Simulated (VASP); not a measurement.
Data:

```
CELL_PARAMETERS angstrom
      0.00000     2.98587     2.98587
      2.98587     0.00000     2.98587
      2.98587     2.98587     0.00000
ATOMIC_POSITIONS crystal
  Cu 0.00000 0.00000 0.00000
  I  0.25000 0.25000 0.25000
```

These are AM05 GGA, VASP's PBE PAW potentials (set 64) (plane waves; VASP) values and carry that method's errors. Run with 520 eV cut-off, 8×8×8 Γ-centred mesh, Gaussian smearing of 0.050 eV, potentials Cu I.

Give the energy at these volumes per atom, relative to the lowest: 25.04, 25.84, 26.64, 27.44, 28.23 Å³.

15.0, 3.4, 0.0, 3.3, 12.2 meV/atom. A third-order Birch-Murnaghan fit gives B0 = 44.9 GPa and B0′ = 5.2.

The compound is CuI in the zinc blende structure. It was relaxed first.
